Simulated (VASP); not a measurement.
Output of a VASP run:

**OUTCAR**
```
 ion  position               nearest neighbor table
   1  0.000  0.000  0.000-   2 2.90   2 2.90   2 2.90   2 2.90
   2  0.250  0.250  0.250-   1 2.90   1 2.90   1 2.90   1 2.90
  LATTYP: Found a face centered cubic cell.
 ALAT       =     6.7061665776
 Subroutine PRICEL returns:
 Original cell was already a primitive cell.
 Subroutine GETGRP returns: Found 24 space group operations
The static configuration has the point symmetry T_d .
The dynamic configuration has the point symmetry T_d .
 Subroutine INISYM returns: Found 24 space group operations
 Subroutine IBZKPT returns following result:
 Found     47 irreducible k-points:

 Following reciprocal coordinates:
            Coordinates               Weight
  0.000000  0.000000  0.000000      1.000000
  0.100000  0.000000  0.000000      8.000000
  0.200000  0.000000  0.000000      8.000000
  0.300000  0.000000  0.000000      8.000000
  0.400000  0.000000  0.000000      8.000000
  0.500000  0.000000  0.000000      4.000000
  0.100000  0.100000  0.000000      6.000000
  0.200000  0.100000  0.000000     24.000000
  0.300000  0.100000  0.000000     24.000000
  0.400000  0.100000  0.000000     24.000000
  0.500000  0.100000  0.000000     24.000000
 -0.400000  0.100000  0.000000     24.000000
 -0.300000  0.100000  0.000000     24.000000
 -0.200000  0.100000  0.000000     24.000000
 -0.100000  0.100000  0.000000     12.000000
  0.200000  0.200000  0.000000      6.000000
  0.300000  0.200000  0.000000     24.000000
  0.400000  0.200000  0.000000     24.000000
  0.500000  0.200000  0.000000     24.000000
 -0.400000  0.200000  0.000000     24.000000
 -0.300000  0.200000  0.000000     24.000000
 -0.200000  0.200000  0.000000     12.000000
  0.300000  0.300000  0.000000      6.000000
  0.400000  0.300000  0.000000     24.000000
  0.500000  0.300000  0.000000     24.000000
 -0.400000  0.300000  0.000000     24.000000
 -0.300000  0.300000  0.000000     12.000000
  0.400000  0.400000  0.000000      6.000000
  0.500000  0.400000  0.000000     24.000000
 -0.400000  0.400000  0.000000     12.000000
  0.500000  0.500000  0.000000      3.000000
  0.300000  0.200000  0.100000     24.000000
  0.400000  0.200000  0.100000     48.000000
  0.500000  0.200000  0.100000     48.000000
 -0.400000  0.200000  0.100000     24.000000
  0.400000  0.300000  0.100000     24.000000
  0.500000  0.300000  0.100000     48.000000
 -0.400000  0.300000  0.100000     48.000000
 -0.300000  0.300000  0.100000     48.000000
 -0.200000  0.300000  0.100000     24.000000
   k-points           NKPTS =     47   k-points in BZ     NKDIM =     47   number of bands    NBANDS=     13
   number of dos      NEDOS =    301   number of ions     NIONS =      2
   total plane-waves  NPLWV =  46656
   dimension x,y,z NGX =    36 NGY =   36 NGZ =   36
   dimension x,y,z NGXF=    72 NGYF=   72 NGZF=   72
   ions per type =               1   1
   PREC   = accura    normal or accurate (medium, high low for compatibility)
   ISTART =      0    job   : 0-new  1-cont  2-samecut
   ICHARG =      2    charge: 1-file 2-atom 10-const
   ISPIN  =      1    spin polarized calculation?
   LNONCOLLINEAR =      F non collinear calculations
   LSORBIT =      F    spin-orbit coupling
   INIWAV =      1    electr: 0-lowe 1-rand  2-diag
   ENCUT  =  520.0 eV  38.22 Ry    6.18 a.u.   8.82  8.82  8.82*2*pi/ulx,y,z
   NELM   =    100;   NELMIN=  2; NELMDL= -5     # of ELM steps
   EDIFF  = 0.1E-06   stopping-criterion for ELM
   LREAL  =      F    real-space projection
   NLSPLINE    = F    spline interpolate recip. space projectors
   LMAXMIX     =    6 max onsite mixed and CHGCAR
   VOSKOWN=      0    Vosko Wilk Nusair interpolation
   EDIFFG = 0.1E-05   stopping-criterion for IOM
   NSW    =      0    number of steps for IOM
   NBLOCK =      1;   KBLOCK =      1    inner block; outer block
   IBRION =     -1    ionic relax: 0-MD 1-quasi-New 2-CG
...
```

File OSZICAR:
```
       N       E                     dE             d eps       ncg     rms          rms(c)
DAV:   1     0.329663441228E+02    0.32966E+02   -0.80913E+03  1222   0.120E+03
DAV:   2    -0.754644702486E+02   -0.10843E+03   -0.10285E+03  1302   0.261E+02
DAV:   3    -0.802561051308E+02   -0.47916E+01   -0.47645E+01  1502   0.586E+01
DAV:   4    -0.802969452179E+02   -0.40840E-01   -0.40829E-01  1564   0.513E+00
DAV:   5    -0.802972298031E+02   -0.28459E-03   -0.28458E-03  1490   0.349E-01    0.586E+00
DAV:   6    -0.753721674049E+02    0.49251E+01   -0.31322E+00  1222   0.252E+01    0.782E+00
DAV:   7    -0.751230199229E+02    0.24915E+00   -0.17750E-01  1222   0.540E+00    0.506E+00
DAV:   8    -0.751740388432E+02   -0.51019E-01   -0.10171E-01  1327   0.361E+00    0.162E+00
DAV:   9    -0.750167505723E+02    0.15729E+00   -0.22296E-01  1222   0.429E+00    0.262E-01
DAV:  10    -0.751234147405E+02   -0.10666E+00   -0.43893E-02  1222   0.185E+00    0.317E-01
DAV:  11    -0.751234899415E+02   -0.75201E-04   -0.27253E-02  1222   0.151E+00    0.137E-01
DAV:  12    -0.751324527715E+02   -0.89628E-02   -0.41358E-03  1257   0.535E-01    0.703E-02
DAV:  13    -0.751336913580E+02   -0.12386E-02   -0.82204E-03  1237   0.889E-01    0.585E-02
DAV:  14    -0.751325486168E+02    0.11427E-02   -0.52257E-04  1442   0.185E-01    0.491E-02
DAV:  15    -0.751349893502E+02   -0.24407E-02   -0.68865E-04  1237   0.208E-01    0.371E-02
DAV:  16    -0.751356708410E+02   -0.68149E-03   -0.13625E-04  1277   0.119E-01    0.334E-02
DAV:  17    -0.751360527133E+02   -0.38187E-03   -0.19419E-04  1252   0.126E-01    0.405E-02
DAV:  18    -0.751360747262E+02   -0.22013E-04   -0.21617E-05  1392   0.445E-02    0.361E-02
DAV:  19    -0.751360734668E+02    0.12594E-05   -0.14537E-06  1277   0.115E-02    0.223E-02
DAV:  20    -0.751360718220E+02    0.16448E-05   -0.39251E-06  1232   0.216E-02    0.497E-03
DAV:  21    -0.751360724818E+02   -0.65978E-06   -0.70197E-07  1262   0.992E-03    0.126E-03
DAV:  22    -0.751360730868E+02   -0.60497E-06   -0.50205E-08   841   0.247E-03    0.107E-03
DAV:  23    -0.751360741129E+02   -0.10261E-05   -0.61778E-07  1227   0.688E-03    0.911E-04
DAV:  24    -0.751360741461E+02   -0.33168E-07   -0.94213E-08   911   0.324E-03
   1 F= -.75136074E+02 E0= -.75136139E+02  d E =0.195441E-03
```

### OUTCAR
```
------------------------ aborting loop because EDIFF is reached ----------------------------------------
  FORCE on cell =-STRESS in cart. coord.  units (eV):
  Direction    XX          YY          ZZ          XY          YZ          ZX
  --------------------------------------------------------------------------------------
  Total       -0.9546045     -0.9546045     -0.9546045      0.0000000      0.0000000      0.0000000
  in kB      -20.2848138    -20.2848138    -20.2848138      0.0000000      0.0000000      0.0000000
  external PRESSURE =     -20.2848138 kB  Pullay stress =       0.0000000 kB
  volume of cell :       75.40
      direct lattice vectors                 reciprocal lattice vectors
     0.000000000  3.353083289  3.353083289    -0.149116487  0.149116487  0.149116487
     3.353083289  0.000000000  3.353083289     0.149116487 -0.149116487  0.149116487
     3.353083289  3.353083289  0.000000000     0.149116487  0.149116487 -0.149116487
 POSITION                                       TOTAL-FORCE (eV/Angst)
 -----------------------------------------------------------------------------------
      0.00000      0.00000      0.00000        -0.000000     -0.000000     -0.000000
      1.67654      1.67654      1.67654         0.000000      0.000000      0.000000
 -----------------------------------------------------------------------------------
    total drift:                               -0.000000     -0.000000     -0.000000
  FREE ENERGIE OF THE ION-ELECTRON SYSTEM (eV)
  ---------------------------------------------------
  free  energy   TOTEN  =       -75.1360741461 eV

  energy  without entropy=      -75.1362695873  energy(sigma->0) =      -75.13613929
```
(Selected blocks of OUTCAR.)

### POSCAR
```
HgTe
1
    0.0000000000     3.3530832888     3.3530832888
    3.3530832888     0.0000000000     3.3530832888
    3.3530832888     3.3530832888     0.0000000000
Hg Te
1 1
Direct
  0.0000000000   0.0000000000   0.0000000000
  0.2500000000   0.2500000000   0.2500000000
```

Task: Write an INCAR and KPOINTS that could have produced this output.

Result: Several could match; the one computed here: the input of the run itself, r2SCAN meta-GGA, plane waves, VASP's PBE PAW potentials (set 64).

**KPOINTS**
```
Automatic mesh
0
Gamma
10 10 10
0 0 0
```

**INCAR**
```
# general
SYSTEM  = HgTe
PREC    = Accurate
ENCUT   = 520   # plane-wave cut-off (eV)
LREAL   = .FALSE.   # projection in real space or not
LASPH   = .TRUE.

# electronic loop
EDIFF   = 1E-7
NELM    = 100   # most electronic steps
ALGO    = Normal
LMAXMIX = 6
LMIXTAU = .TRUE.

# smearing
ISMEAR  = 1
SIGMA   = 0.1   # width (eV)

# functional
METAGGA = R2SCAN

# ions
ISIF    = 2   # forces and stress, cell fixed

# output
LWAVE   = .FALSE.
LCHARG  = .FALSE.
```

POTCAR, in this order: Hg Te (PBE.64 set). Program: vasp_std.

The compound is HgTe in the zinc blende structure. This cell is one point of a volume scan, at 1.06 of the reference volume.
